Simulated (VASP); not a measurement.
# Mesh, vacuum, cutoff and functional for Pb(110)

Aim: find which settings matter for a slab model of Pb(110), and what they cost.

Calculated with VASP 6.6.1; PBEsol; plane waves and PAW (Pb), in the first sound run; inputs show where later runs differ.

Most raw output is cut from this account.

## Step 1: Set-up

The cell holds 7 atoms: 7 Pb. Cell: a = 4.950 Å, b = 3.500 Å, c = 28.501 Å, α = 90.0°, β = 90.0°, γ = 90.0°. Vacuum lies along c.

## Step 2: The base run

The base run sets the number that all others are held against.

Contents of INCAR:

```
SYSTEM = Pb
PREC = Normal
ENCUT = 350
EDIFF = 1E-06
NELM = 120
ISMEAR = 1
SIGMA = 0.1
LREAL = .FALSE.
ALGO = Normal
GGA = PS
NBANDS = 21
LORBIT = 11
LWAVE = .FALSE.
LCHARG = .FALSE.
KPAR = 4
IDIPOL = 3
LDIPOL = .TRUE.
DIPOL = 0.5 0.5 0.5
LVHAR = .TRUE.
LVACPOTAV = .TRUE.
NEDOS = 1500
```

Contents of POSCAR:

```
Pb
1.0
    4.9500000000      0.0000000000      0.0000000000
    0.0000000000      3.5001785669      0.0000000000
    0.0000000000      0.0000000000     28.5005357006
Pb
7
Direct
    0.0000000000      0.0000000000      0.3157835381
    0.5000000000      0.5000000000      0.3771890254
    0.0000000000      0.0000000000      0.4385945127
    0.5000000000      0.5000000000      0.5000000000
    0.0000000000      0.0000000000      0.5614054873
    0.5000000000      0.5000000000      0.6228109746
    0.0000000000      0.0000000000      0.6842164619
```

Contents of KPOINTS:

```
Automatic mesh
0
Gamma
5 7 1
0 0 0
```

PAW data sets: Pb (PBE family, release 64).

Command:

```sh
$ mpirun -np 4 vasp_std
```

The job ended after 22 s (4 MPI ranks of AMD EPYC 7R43, shared host; peak memory 0.88 GiB; 82 s of CPU time).

The PAW data sets were made with PBE, which is usual practice but a small mismatch for other functionals. The data set Pb keeps the semicore shell frozen, which is cheaper and a little less accurate.

This step gave:

```yaml
electronic_cycles: 21
electrons: 28
free_energy_toten: -26.87 eV
energy_at_zero_smearing: -26.87 eV
fermi_energy: -0.0812 eV
labelled_metallic_from_the_levels_on_this_mesh: yes
dipole_moment: 0, 0, 0 e·Å
vacuum_levels: 3.679, 3.679 eV
work_functions_of_the_upper_and_lower_face: 3.760, 3.760 eV
highest_filled_level_below_the_vacuum: 3.760 eV
```

The planar average of the electrostatic potential oscillates, so the rows of the table below give means over windows of 1.73 Å about each position, cut where the curve ends. Its maxima inside the range that stand out by 2 % of the span (Å: eV): 9.9: -4.24, 11.6: -4.29, 13.4: -4.32, 15.1: -4.32, 16.9: -4.29, 18.6: -4.24. Its minima: 9.1: -5.19, 10.8: -5.37, 12.5: -5.51, 14.2: -5.46, 16.0: -5.51, 17.7: -5.37, 19.4: -5.19.

Zero at the Fermi level. Table of planar average of the electrostatic potential by height; means over each step:

```tsv
height (Å)	planar average of the electrostatic potential (eV)
0.86	3.77
2.59	3.76
4.32	3.76
6.05	3.71
7.78	1.07
9.51	-4.60
11.24	-4.75
12.97	-4.82
14.70	-4.80
16.43	-4.81
18.16	-4.72
19.89	-2.76
21.62	3.45
23.35	3.75
25.08	3.76
26.81	3.77
```

Density of states in the PAW spheres, an atom over height of the layer and energy from the Fermi level.

Values in states/eV, 22 rows by 7 columns, each cell a mean:
```
0.37 0.14 0.30 0.20 0.30 0.14 0.37
0.65 0.38 0.36 0.36 0.36 0.38 0.65
0.49 0.37 0.34 0.36 0.34 0.37 0.49
0.48 0.40 0.26 0.25 0.26 0.40 0.48
0.21 0.27 0.26 0.21 0.26 0.27 0.21
0.58 0.60 0.53 0.54 0.53 0.60 0.58
0.53 0.63 0.56 0.55 0.56 0.63 0.53
0.30 0.45 0.50 0.53 0.50 0.45 0.30
0.18 0.32 0.42 0.41 0.42 0.32 0.18
0.13 0.26 0.33 0.33 0.33 0.26 0.13
0.05 0.09 0.13 0.15 0.13 0.09 0.05
0.01 0.03 0.06 0.07 0.06 0.03 0.01
0.00 0.00 0.00 0.00 0.00 0.00 0.00
0.00 0.00 0.00 0.00 0.00 0.00 0.00
0.00 0.00 0.00 0.00 0.00 0.00 0.00
0.00 0.00 0.00 0.00 0.00 0.00 0.00
0.00 0.00 0.00 0.00 0.00 0.00 0.00
0.00 0.01 0.01 0.00 0.01 0.01 0.00
0.19 0.33 0.31 0.33 0.31 0.33 0.19
0.50 0.51 0.51 0.50 0.51 0.51 0.50
0.81 0.98 0.65 0.64 0.65 0.98 0.81
0.68 0.49 0.54 0.70 0.54 0.49 0.68
```
Columns: height of the layer (Å) from 9 to 19.5; rows upwards: energy from the Fermi level (eV) from -7.9 to 0.5.

Force by atom:

```tsv
atom	x (eV/Å)	y (eV/Å)	z (eV/Å)	size
Pb1	0.000	0.000	0.431	0.431
Pb2	0.000	0.000	-0.326	0.326
Pb3	0.000	0.000	-0.057	0.057
Pb4	0.000	0.000	0.000	0.000
Pb5	0.000	0.000	0.057	0.057
Pb6	0.000	0.000	0.326	0.326
Pb7	0.000	0.000	-0.431	0.431
```

The highest filled level lies 3.76 eV below the vacuum at the upper face.

Only the dipole across the slab is computed (IDIPOL = 3); zeros along the plane are no results.

The map of layer states is cut here 0.5 eV above the Fermi level, so it leaves out the states above that.

## Step 3: Another mesh, mesh points along a 2, k-mesh 2×2×1

The mesh decides how well the Fermi level or the band edge is found.

Changes to INCAR since step 2:

```diff
@@ -14,3 +14,3 @@
 LCHARG = .FALSE.
-KPAR = 4
+NCORE = 4
 IDIPOL = 3
@@ -20,2 +20 @@
 LVACPOTAV = .TRUE.
-NEDOS = 1500
```

POSCAR is that of step 2.

Contents of KPOINTS:

```
Automatic mesh
0
Gamma
2 2 1
0 0 0
```

Command:

```sh
$ mpirun -np 4 vasp_std
```

Run time: 7.6 s. Hardware: 4 MPI ranks; peak memory 0.42 GiB; 28 s of CPU time.

This step gave:

```yaml
electronic_cycles: 23
free_energy_toten: -29.58 eV
energy_at_zero_smearing: -29.58 eV
fermi_energy: -0.1112 eV
vacuum_levels: 3.827, 3.827 eV
work_functions_of_the_upper_and_lower_face: 3.938, 3.938 eV
highest_filled_level_below_the_vacuum: 3.938 eV
```

Force by atom:

```tsv
atom	x (eV/Å)	y (eV/Å)	z (eV/Å)	size
Pb1	0.000	0.000	-0.049	0.049
Pb2	0.000	0.000	-0.453	0.453
Pb3	0.000	0.000	0.340	0.340
Pb4	0.000	0.000	0.000	0.000
Pb5	0.000	0.000	-0.340	0.340
Pb6	0.000	0.000	0.453	0.453
Pb7	0.000	0.000	0.049	0.049
```

Against the base run its depth below the vacuum changes by +0.18 eV and the energy by -387.2 meV an atom.

## Step 4: Another mesh, mesh points along a 3, k-mesh 3×4×1

INCAR is that of step 3.

POSCAR is that of step 3.

Contents of KPOINTS:

```
Automatic mesh
0
Gamma
3 4 1
0 0 0
```

Command:

```sh
$ mpirun -np 4 vasp_std
```

The job ended after 12 s (4 MPI ranks; peak memory 0.45 GiB; 47 s of CPU time).

Against the base run its depth below the vacuum changes by -0.22 eV and the energy by +61.7 meV an atom.

## Step 5: Another mesh, mesh points along a 8, k-mesh 8×10×1

Changes to INCAR since step 4:

```diff
@@ -14,3 +14,3 @@
 LCHARG = .FALSE.
-NCORE = 4
+KPAR = 4
 IDIPOL = 3
```

POSCAR is that of step 4.

Contents of KPOINTS:

```
Automatic mesh
0
Gamma
8 10 1
0 0 0
```

Command:

```sh
$ mpirun -np 4 vasp_std
```

It took 52 s on 4 MPI ranks; peak memory 1.1 GiB.

Against the base run its depth below the vacuum changes by +0.00 eV and the energy by +0.1 meV an atom.

## Step 6: Side by side

Times are for 4 MPI ranks of AMD EPYC 7R43, shared host. The series side by side:

```tsv
no.	mesh points along a	highest filled level below the vacuum (eV)	energy at zero smearing (eV)	time	memory (GiB)
1	2	3.938	-29.58	7.6 s	0.42
2	3	3.544	-26.44	12 s	0.45
3	8	3.764	-26.87	52 s	1.1
```

## Step 7: Another vacuum, vacuum width 5

Too little vacuum lets the faces of neighbouring images overlap, and too much only costs plane waves.

INCAR is that of step 5.

Contents of POSCAR:

```
Pb
1.0
    4.9500000000      0.0000000000      0.0000000000
    0.0000000000      3.5001785669      0.0000000000
    0.0000000000      0.0000000000     15.5005357006
Pb
7
Direct
    0.0000000000      0.0000000000      0.1612847484
    0.5000000000      0.5000000000      0.2741898322
    0.0000000000      0.0000000000      0.3870949161
    0.5000000000      0.5000000000      0.5000000000
    0.0000000000      0.0000000000      0.6129050839
    0.5000000000      0.5000000000      0.7258101678
    0.0000000000      0.0000000000      0.8387152516
```

Contents of KPOINTS:

```
Automatic mesh
0
Gamma
5 7 1
0 0 0
```

Command:

```sh
$ mpirun -np 4 vasp_std
```

It took 10 s on 4 MPI ranks; peak memory 0.6 GiB.

This step gave:

```
electronic cycles       : 19
free energy (TOTEN)     : -26.94 eV
energy at zero smearing : -26.94 eV
Fermi energy            : 3.071 eV
```

Force by atom:

```tsv
atom	x (eV/Å)	y (eV/Å)	z (eV/Å)	size
Pb1	0.000	0.000	0.303	0.303
Pb2	0.000	0.000	-0.346	0.346
Pb3	0.000	0.000	-0.025	0.025
Pb4	0.000	0.000	0.000	0.000
Pb5	0.000	0.000	0.025	0.025
Pb6	0.000	0.000	0.346	0.346
Pb7	0.000	0.000	-0.303	0.303
```

The program found no flat vacuum in this gap and printed no vacuum level, so no level below the vacuum can be given.

## Step 8: Another vacuum, vacuum width 8

INCAR is that of step 7.

Contents of POSCAR:

```
Pb
1.0
    4.9500000000      0.0000000000      0.0000000000
    0.0000000000      3.5001785669      0.0000000000
    0.0000000000      0.0000000000     18.5005357006
Pb
7
Direct
    0.0000000000      0.0000000000      0.2162099555
    0.5000000000      0.5000000000      0.3108066370
    0.0000000000      0.0000000000      0.4054033185
    0.5000000000      0.5000000000      0.5000000000
    0.0000000000      0.0000000000      0.5945966815
    0.5000000000      0.5000000000      0.6891933630
    0.0000000000      0.0000000000      0.7837900445
```

KPOINTS is that of step 7.

Command:

```sh
$ mpirun -np 4 vasp_std
```

Elapsed: 12 s, on 4 MPI ranks; peak memory 0.69 GiB.

The program found no flat vacuum in this gap and printed no vacuum level, so no level below the vacuum can be given.

## Step 9: Another vacuum, vacuum width 24

INCAR is that of step 8.

Contents of POSCAR:

```
Pb
1.0
    4.9500000000      0.0000000000      0.0000000000
    0.0000000000      3.5001785669      0.0000000000
    0.0000000000      0.0000000000     34.5005357006
Pb
7
Direct
    0.0000000000      0.0000000000      0.3478206862
    0.5000000000      0.5000000000      0.3985471241
    0.0000000000      0.0000000000      0.4492735621
    0.5000000000      0.5000000000      0.5000000000
    0.0000000000      0.0000000000      0.5507264379
    0.5000000000      0.5000000000      0.6014528759
    0.0000000000      0.0000000000      0.6521793138
```

KPOINTS is that of step 8.

Command:

```sh
$ mpirun -np 4 vasp_std
```

Wall time 30 s (4 MPI ranks); peak memory 0.99 GiB.

Against the base run its depth below the vacuum changes by -0.00 eV and the energy by -0.1 meV an atom.

## Step 10: Side by side

Times are for 4 MPI ranks of AMD EPYC 7R43, shared host. The runs compared:

```tsv
no.	vacuum width	electronic cycles	time	memory (GiB)
1	5	19	10 s	0.6
2	8	18	12 s	0.69
3	24	28	30 s	0.99
```

## Step 11: A lower cutoff, ENCUT 210

A lower cutoff is cheaper, and the test is whether a potential difference survives it better than the total energy.

Changes to INCAR since step 9:

```diff
@@ -2,3 +2,3 @@
 PREC = Normal
-ENCUT = 350
+ENCUT = 210
 EDIFF = 1E-06
```

Contents of POSCAR:

```
Pb
1.0
    4.9500000000      0.0000000000      0.0000000000
    0.0000000000      3.5001785669      0.0000000000
    0.0000000000      0.0000000000     28.5005357006
Pb
7
Direct
    0.0000000000      0.0000000000      0.3157835381
    0.5000000000      0.5000000000      0.3771890254
    0.0000000000      0.0000000000      0.4385945127
    0.5000000000      0.5000000000      0.5000000000
    0.0000000000      0.0000000000      0.5614054873
    0.5000000000      0.5000000000      0.6228109746
    0.0000000000      0.0000000000      0.6842164619
```

KPOINTS is that of step 9.

Command:

```sh
$ mpirun -np 4 vasp_std
```

The job ended after 11 s (4 MPI ranks; peak memory 0.56 GiB; 43 s of CPU time).

This step gave:

```yaml
energy_at_zero_smearing: -26.86 eV
fermi_energy: -0.0787 eV
vacuum_levels: 3.678, 3.678 eV
work_functions_of_the_upper_and_lower_face: 3.757, 3.757 eV
highest_filled_level_below_the_vacuum: 3.757 eV
```

Against the base run its depth below the vacuum changes by -0.00 eV and the energy by +0.4 meV an atom.

## Step 12: A lower cutoff, ENCUT 280

Changes to INCAR since step 11:

```diff
@@ -2,3 +2,3 @@
 PREC = Normal
-ENCUT = 210
+ENCUT = 280
 EDIFF = 1E-06
```

POSCAR is that of step 11.

KPOINTS is that of step 11.

Command:

```sh
$ mpirun -np 4 vasp_std
```

Wall time 14 s (4 MPI ranks); peak memory 0.65 GiB; 52 s of CPU time.

This step gave:

```yaml
electronic_cycles: 21
energy_at_zero_smearing: -26.87 eV
fermi_energy: -0.0811 eV
work_functions_of_the_upper_and_lower_face: 3.759, 3.759 eV
highest_filled_level_below_the_vacuum: 3.759 eV
```

Against the base run its depth below the vacuum changes by -0.00 eV and the energy by +0.1 meV an atom.

## Step 13: Another smearing width, SIGMA 0.02

The width trades sharpness at the Fermi level against the mesh needed.

Changes to INCAR since step 12:

```diff
@@ -2,3 +2,3 @@
 PREC = Normal
-ENCUT = 280
+ENCUT = 350
 EDIFF = 1E-06
@@ -6,3 +6,3 @@
 ISMEAR = 1
-SIGMA = 0.1
+SIGMA = 0.02
 LREAL = .FALSE.
```

POSCAR is that of step 12.

KPOINTS is that of step 12.

Command:

```sh
$ mpirun -np 4 vasp_std
```

Run time: 22 s. Hardware: 4 MPI ranks; peak memory 0.88 GiB; 86 s of CPU time.

Numbers from this step:

| Item | Value |
| --- | --- |
| electronic cycles | 23 |
| free energy (TOTEN) | -26.86 eV |
| energy at zero smearing | -26.86 eV |
| Fermi energy | -0.0739 eV |
| vacuum levels | 3.681, 3.681 eV |
| work functions of the upper and lower face | 3.755, 3.755 eV |
| highest filled level below the vacuum | 3.755 eV |

Against the base run its depth below the vacuum changes by -0.01 eV and the energy by +0.6 meV an atom.

## Step 14: Another smearing width, SIGMA 0.4

Changes to INCAR since step 13:

```diff
@@ -6,3 +6,3 @@
 ISMEAR = 1
-SIGMA = 0.02
+SIGMA = 0.4
 LREAL = .FALSE.
```

POSCAR is that of step 13.

KPOINTS is that of step 13.

Command:

```sh
$ mpirun -np 4 vasp_std
```

It took 21 s on 4 MPI ranks; peak memory 0.87 GiB.

Numbers from this step:

```yaml
electronic_cycles: 21
free_energy_toten: -26.88 eV
energy_at_zero_smearing: -26.88 eV
fermi_energy: -0.0786 eV
vacuum_levels: 3.683, 3.683 eV
work_functions_of_the_upper_and_lower_face: 3.762, 3.762 eV
highest_filled_level_below_the_vacuum: 3.762 eV
```

Against the base run its depth below the vacuum changes by +0.00 eV and the energy by -1.6 meV an atom.

## Step 15: Another level, functional LDA, disp none

This step: LDA; plane waves and PAW (Pb) (VASP 6.6.1).

Beside the numerical settings stands the choice of exchange and correlation.

Changes to INCAR since step 14:

```diff
@@ -6,6 +6,6 @@
 ISMEAR = 1
-SIGMA = 0.4
+SIGMA = 0.1
 LREAL = .FALSE.
 ALGO = Normal
-GGA = PS
+GGA = CA
 NBANDS = 21
```

POSCAR is that of step 14.

KPOINTS is that of step 14.

Command:

```sh
$ mpirun -np 4 vasp_std
```

The job ended after 23 s (4 MPI ranks; peak memory 0.75 GiB; 86 s of CPU time).

The PAW data sets were made with PBE, though LDA sets exist; this is a small mismatch.

Numbers from this step:

```
electronic cycles                          : 27
free energy (TOTEN)                        : -28.52 eV
energy at zero smearing                    : -28.52 eV
Fermi energy                               : -0.2676 eV
vacuum levels                              : 3.713, 3.713 eV
work functions of the upper and lower face : 3.981, 3.981 eV
highest filled level below the vacuum      : 3.981 eV
```

Force by atom:

```tsv
atom	x (eV/Å)	y (eV/Å)	z (eV/Å)	size
Pb1	0.000	0.000	0.546	0.546
Pb2	0.000	0.000	-0.315	0.315
Pb3	0.000	0.000	-0.055	0.055
Pb4	0.000	0.000	0.000	0.000
Pb5	0.000	0.000	0.055	0.055
Pb6	0.000	0.000	0.315	0.315
Pb7	0.000	0.000	-0.546	0.546
```

Against the base run its depth below the vacuum changes by +0.22 eV.

## Step 16: Another level, functional PBE, disp none

This step: PBE; plane waves and PAW (Pb) (VASP 6.6.1).

Changes to INCAR since step 15:

```diff
@@ -9,3 +9,3 @@
 ALGO = Normal
-GGA = CA
+GGA = PE
 NBANDS = 21
```

POSCAR is that of step 15.

KPOINTS is that of step 15.

Command:

```sh
$ mpirun -np 4 vasp_std
```

Wall time 25 s (4 MPI ranks); peak memory 0.89 GiB.

Against the base run its depth below the vacuum changes by -0.08 eV.

## Step 17: Another level, functional RPBE, disp none

This step: RPBE; plane waves and PAW (Pb) (VASP 6.6.1).

Changes to INCAR since step 16:

```diff
@@ -9,3 +9,3 @@
 ALGO = Normal
-GGA = PE
+GGA = RP
 NBANDS = 21
```

POSCAR is that of step 16.

KPOINTS is that of step 16.

Command:

```sh
$ mpirun -np 4 vasp_std
```

It took 22 s on 4 MPI ranks; peak memory 0.89 GiB.

Against the base run its depth below the vacuum changes by -0.22 eV.

## Step 18: Another level, functional optB88-vdW, disp nonlocal

This step: optB88-vdW; plane waves and PAW (Pb) (VASP 6.6.1).

Changes to INCAR since step 17:

```diff
@@ -9,3 +9,8 @@
 ALGO = Normal
-GGA = RP
+GGA = BO
+AGGAC = 0
+LUSE_VDW = .TRUE.
+PARAM1 = 0.1833333333
+PARAM2 = 0.22
+LASPH = .TRUE.
 NBANDS = 21
```

POSCAR is that of step 17.

KPOINTS is that of step 17.

Command:

```sh
$ mpirun -np 4 vasp_std
```

Wall time 1.9 min (4 MPI ranks); peak memory 2 GiB.

Against the base run its depth below the vacuum changes by +0.21 eV.

## Step 19: Another level, functional r2SCAN, disp none

This step: r2SCAN; plane waves and PAW (Pb) (VASP 6.6.1).

Changes to INCAR since step 18:

```diff
@@ -9,7 +9,3 @@
 ALGO = Normal
-GGA = BO
-AGGAC = 0
-LUSE_VDW = .TRUE.
-PARAM1 = 0.1833333333
-PARAM2 = 0.22
+METAGGA = R2SCAN
 LASPH = .TRUE.
```

POSCAR is that of step 18.

KPOINTS is that of step 18.

Command:

```sh
$ mpirun -np 4 vasp_std
```

Run time: 97 s. Hardware: 4 MPI ranks; peak memory 0.98 GiB; 6.4 min of CPU time.

Against the base run its depth below the vacuum changes by -0.04 eV.

## Step 20: The series together

Times are for 4 MPI ranks of AMD EPYC 7R43, shared host. The series side by side:

```tsv
no.	functional	highest filled level below the vacuum (eV)	time	memory (GiB)
1	LDA	3.981	23 s	0.75
2	PBE	3.678	25 s	0.89
3	RPBE	3.537	22 s	0.89
4	optB88-vdW	3.971	1.9 min	2.0
5	r2SCAN	3.723	97 s	0.98
```

## Step 21: With spin orbit coupling

This step: PBEsol, spin-orbit coupling; plane waves and PAW (Pb) (VASP 6.6.1).

For heavy elements spin-orbit coupling shifts the highest filled levels.

Changes to INCAR since step 19:

```diff
@@ -9,5 +9,9 @@
 ALGO = Normal
-METAGGA = R2SCAN
+GGA = PS
+LNONCOLLINEAR = .TRUE.
+MAGMOM = 0 0 0 0 0 0 0 0 0 0 0 0 0 0 0 0 0 0 0 0 0
+NBANDS = 42
+GGA_COMPAT = .FALSE.
 LASPH = .TRUE.
-NBANDS = 21
+LSORBIT = .TRUE.
 LORBIT = 11
```

POSCAR is that of step 19.

KPOINTS is that of step 19.

Command:

```sh
$ mpirun -np 4 vasp_ncl
```

Run time: 2.1 min. Hardware: 4 MPI ranks; peak memory 2.5 GiB.

LASPH is switched on together with spin-orbit coupling, so the change from the scalar run holds both.

Numbers from this step:

| Quantity | Value |
| --- | --- |
| electronic cycles | 29 |
| free energy (TOTEN) | -29.21 eV |
| energy at zero smearing | -29.21 eV |
| Fermi energy | -0.1308 eV |
| vacuum levels | 3.646, 3.646 eV |
| work functions of the upper and lower face | 3.777, 3.777 eV |
| highest filled level below the vacuum | 3.777 eV |

Against the base run its depth below the vacuum changes by +0.02 eV.

## Step 22: Cost and result by level

Times are for 4 MPI ranks of AMD EPYC 7R43, shared host. The runs compared:

```tsv
no.	run	electronic cycles	bands	free energy (TOTEN) (eV)	eigenvalues first band	highest filled level below the vacuum (eV)	time	memory (GiB)
1	base run	21	21	-26.87	2	3.760	22 s	0.88
2	series over the cutoff	28	21	-26.87	2	3.757	11 s	0.56
3	series over the cutoff	21	21	-26.87	2	3.759	14 s	0.65
4	series over the smearing	23	21	-26.86	2	3.755	22 s	0.88
5	series over the smearing	21	21	-26.88	2	3.762	21 s	0.87
6	with spin orbit coupling	29	42	-29.21	15	3.777	2.1 min	2.5
```

## Step 23: All runs together

This step: slab, study of settings, base PBEsol; plane waves and PAW (VASP 6.6.1).

Derived from the runs above.

Numbers from this step:

- highest filled level below the vacuum: 3.760 eV

Energies of other functionals are not comparable and are left out. All runs:

```tsv
change from the base run	level below the vacuum (eV)	shift (eV)	energy change (meV/atom)	core seconds
base	3.76	0	0	88
mesh 2 x 2	3.938	0.178	-387.2	30.4
mesh 3 x 4	3.544	-0.216	61.7	49.6
mesh 8 x 10	3.764	0.004	0.1	208
vacuum 5 A	-	-	-9.9	40.8
vacuum 8 A	-	-	-0.1	47.2
vacuum 24 A	3.756	-0.004	-0.1	120
cutoff 210 eV	3.757	-0.003	0.4	45.6
cutoff 280 eV	3.759	-0.001	0.1	54.4
smearing 0.02 eV	3.755	-0.005	0.6	88
smearing 0.4 eV	3.762	0.001	-1.6	84
LDA	3.981	0.22	-	92
PBE	3.678	-0.082	-	100
RPBE	3.537	-0.224	-	88
optB88-vdW	3.971	0.211	-	452
r2SCAN	3.723	-0.037	-	388
spin-orbit coupling	3.777	0.017	-	516
```

## Step 24: What came out

```
highest filled level below the vacuum : 3.76 eV
```

**Reading.** The base run puts the highest filled level 3.76 eV below the vacuum at the upper face. Among the meshes tried the largest shift is -0.22 eV (mesh 3 x 4, at 0.56 times the cost). The vacuum widths shift it by about 0.01 eV or less. The lower cutoffs shift it by about 0.01 eV or less. The smearing widths shift it by about 0.01 eV or less. With vacuum 5 A and vacuum 8 A the program printed no vacuum level, so no level is given there, and the line on vacuum widths holds for the others alone. The functionals span 0.44 eV, from RPBE to LDA. The program warns that it found no field-free region at its default tolerance, also in runs whose level could not be checked against a flat part of the potential; that adds doubt to those levels. The thickness of the slab was not varied, and the small cell can't reconstruct. The run with spin-orbit coupling also switches on LASPH, which the base run lacks. Costs come from a shared host, and the base run also writes a finer density of states, so small ratios mean little. All runs hold the atoms as cut and share one family of PAW data sets, so relaxation and each functional's own lattice are left out. LASPH is on in the runs with optB88-vdW and r2SCAN and off in those with LDA, PBE, PBEsol and RPBE, so these rows differ in more than the functional.

[Lines on the potential files, build, host, timing and source positions are cut from VASP's logs without a mark.]

[Logs are printed without paths, hosts, clocks, repeated set-up lines and the standing remarks that a program may print on its own settings, such as how far it seeks lower states.]

[Hosts, paths, dates, database ids (printed as entryN), source tags and the programs' standing remarks are cut or masked in the printed files.]

[In band tables of VASP the shares of atoms and orbitals are scaled to a sum of 1 inside the atoms' spheres.]

[Runs that stopped without an error message from VASP are left out.]
